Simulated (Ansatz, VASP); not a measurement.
## One calculation of Y3AlN4, two programs

```xyz
8
Lattice="-2.4090 2.4090 4.6502 2.4090 -2.4090 4.6502 2.4090 2.4090 -4.6502" Properties=species:S:1:pos:R:3 pbc="T T T"
Y     0.0000    0.0000    0.0000
Y     0.0000    2.4090    2.3251
Y     2.4090    0.0000    2.3251
Al    0.0000    0.0000    4.6502
N     0.0000    0.0000    6.7793
N     0.0000    0.0000    2.5211
N     0.0000    2.4090    0.0000
N     2.4090    0.0000    0.0000
```

Alike in both runs: functional PBE; k mesh 6 × 6 × 6; occupations gaussian, width 0.1 eV; no spin polarisation.

Ansatz relaxed the structure, and its values are those at the end. VASP's run is a single point on that final structure, the one shown.

|  | VASP | Ansatz |
| --- | --- | --- |
| version | VASP 6.6.1 | Ansatz 0.2.0 |
| potentials or method | VASP PAW PBE potentials, release 64 (Y_sv, Al, N) | scalar-relativistic, plane waves, PAW |
| plane-wave cutoff (eV) | 520 | 420 |
| valence electrons in the cell | 56 | 56 |

|  | VASP | Ansatz | Ansatz less VASP |
| --- | --- | --- | --- |
| gap on the k mesh at the Fermi level (eV) | 0.47 | 0.47 | +0.003 |
| least direct gap on the mesh (eV) | 0.47 | 0.47 | +0.003 |
| pressure (GPa) | -0.1 | 0.1 | +0.19 |

With one functional, cell and mesh, what is left measures potentials, basis and numerics.
